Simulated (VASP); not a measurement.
All values below come from r2SCAN meta-GGA, VASP's PBE PAW potentials (set 64) (plane waves; VASP).

VASP input:

### INCAR
```
SYSTEM = Ir
PREC = Accurate
ENCUT = 520
EDIFF = 1E-7
NELM = 100
ALGO = Normal
LREAL = .FALSE.
LASPH = .TRUE.
ISMEAR = 1
SIGMA = 0.1
METAGGA = R2SCAN
LMIXTAU = .TRUE.
LMAXMIX = 6
LWAVE = .FALSE.
LCHARG = .FALSE.
ISIF = 2
```

### POSCAR
```
Ir
1
    0.0000000000     1.8867191359     1.8867191359
    1.8867191359     0.0000000000     1.8867191359
    1.8867191359     1.8867191359     0.0000000000
Ir
1
Direct
  0.0000000000   0.0000000000   0.0000000000
```

**KPOINTS**
```
Automatic mesh
0
Gamma
16 16 16
0 0 0
```

POTCAR, in this order: Ir (PBE.64 set). Program: vasp_std.

Output of the run:

OSZICAR:
```
       N       E                     dE             d eps       ncg     rms          rms(c)
DAV:   1     0.189383552362E+01    0.18938E+01   -0.47094E+03  2328   0.108E+03
DAV:   2    -0.538259074750E+02   -0.55720E+02   -0.54368E+02  2328   0.220E+02
DAV:   3    -0.544812167327E+02   -0.65531E+00   -0.65466E+00  3360   0.326E+01
DAV:   4    -0.544853699909E+02   -0.41533E-02   -0.41522E-02  2808   0.178E+00
DAV:   5    -0.544854163433E+02   -0.46352E-04   -0.46353E-04  3560   0.122E-01    0.183E+01
DAV:   6    -0.518257947782E+02    0.26596E+01   -0.22092E+00  2608   0.190E+01    0.645E+00
DAV:   7    -0.521579999292E+02   -0.33221E+00   -0.24413E-01  2336   0.546E+00    0.377E+00
DAV:   8    -0.520131622162E+02    0.14484E+00   -0.26771E-01  2320   0.430E+00    0.100E+00
DAV:   9    -0.522833378245E+02   -0.27018E+00   -0.91499E-02  2336   0.234E+00    0.124E-01
DAV:  10    -0.522812622088E+02    0.20756E-02   -0.36743E-03  2640   0.632E-01    0.228E-01
DAV:  11    -0.522828762636E+02   -0.16141E-02   -0.20228E-03  2792   0.484E-01    0.570E-02
DAV:  12    -0.522858003763E+02   -0.29241E-02   -0.18589E-03  2632   0.414E-01    0.200E-02
DAV:  13    -0.522858794637E+02   -0.79087E-04   -0.13520E-04  3216   0.998E-02    0.211E-02
DAV:  14    -0.522858793948E+02    0.68856E-07   -0.66416E-06  2512   0.242E-02    0.922E-03
DAV:  15    -0.522858835990E+02   -0.42042E-05   -0.64318E-06  2672   0.240E-02    0.630E-03
DAV:  16    -0.522858838590E+02   -0.25998E-06   -0.25640E-07  2768   0.602E-03    0.303E-03
DAV:  17    -0.522858838087E+02    0.50298E-07   -0.20162E-07  2136   0.530E-03
   1 F= -.52285884E+02 E0= -.52285709E+02  d E =-.525094E-03
```

File OUTCAR:
```
------------------------ aborting loop because EDIFF is reached ----------------------------------------
  FORCE on cell =-STRESS in cart. coord.  units (eV):
  Direction    XX          YY          ZZ          XY          YZ          ZX
  --------------------------------------------------------------------------------------
  Total        2.3357107      2.3357107      2.3357107      0.0000000      0.0000000      0.0000000
  in kB      278.5979170    278.5979170    278.5979170      0.0000000      0.0000000      0.0000000
  external PRESSURE =     278.5979170 kB  Pullay stress =       0.0000000 kB
  volume of cell :       13.43
      direct lattice vectors                 reciprocal lattice vectors
     0.000000000  1.886719136  1.886719136    -0.265010298  0.265010298  0.265010298
     1.886719136  0.000000000  1.886719136     0.265010298 -0.265010298  0.265010298
     1.886719136  1.886719136  0.000000000     0.265010298  0.265010298 -0.265010298
 POSITION                                       TOTAL-FORCE (eV/Angst)
 -----------------------------------------------------------------------------------
      0.00000      0.00000      0.00000         0.000000     -0.000000     -0.000000
 -----------------------------------------------------------------------------------
    total drift:                               -0.000000     -0.000000     -0.000000
  FREE ENERGIE OF THE ION-ELECTRON SYSTEM (eV)
  ---------------------------------------------------
  free  energy   TOTEN  =       -52.2858838087 eV

  energy  without entropy=      -52.2853587150  energy(sigma->0) =      -52.28570878
```
(Selected blocks of OUTCAR.)

**OUTCAR**
```
 val. band max:       11.0804949817   @ k =  -0.3125   0.3125   0.0625

 cond. band min:      11.1160531852   @ k =   0.3750   0.0625   0.0000


 Fermi energy:        11.1067226143

 k-point     1 :       0.0000    0.0000    0.0000
  band No.  band energies     occupation
      1      -1.0082      2.00000
      2       6.7786      2.00000
      3       6.7786      2.00000
      4       6.7786      2.00000
      5       9.7326      2.00000
      6       9.7326      2.00000
      7      26.0808      0.00000
      8      32.2736      0.00000

 k-point     2 :       0.0625    0.0000    0.0000
  band No.  band energies     occupation
      1      -0.8162      2.00000
      2       6.6718      2.00000
      3       6.8633      2.00000
      4       6.8633      2.00000
      5       9.6765      2.00000
      6       9.6765      2.00000
      7      26.4180      0.00000
      8      31.3387      0.00000

 k-point     3 :       0.1250    0.0000    0.0000
  band No.  band energies     occupation
      1      -0.2679      2.00000
      2       6.4117      2.00000
      3       7.0737      2.00000
      4       7.0737      2.00000
      5       9.5684      2.00000
      6       9.5684      2.00000
      7      27.3156      0.00000
      8      29.5921      0.00000

 k-point     4 :       0.1875    0.0000    0.0000
  band No.  band energies     occupation
      1       0.5377      2.00000
      2       6.1687      2.00000
      3       7.2622      2.00000
      4       7.2622      2.00000
      5       9.5923      2.00000
      6       9.5923      2.00000
      7      27.6092      0.00000
      8      28.6046      0.00000

 k-point     5 :       0.2500    0.0000    0.0000
  band No.  band energies     occupation
      1       1.3795      2.00000
      2       6.2209      2.00000
      3       7.2493      2.00000
      4       7.2493      2.00000
      5       9.9530      2.00000
      6       9.9530      2.00000
      7      25.9168      0.00000
...
```

Unless said otherwise, spin-orbit coupling is left out, though it shifts the bands of the heavy elements here.

The compound is Ir in the fcc structure. This cell is one point of a volume scan, at 0.94 of the reference volume.
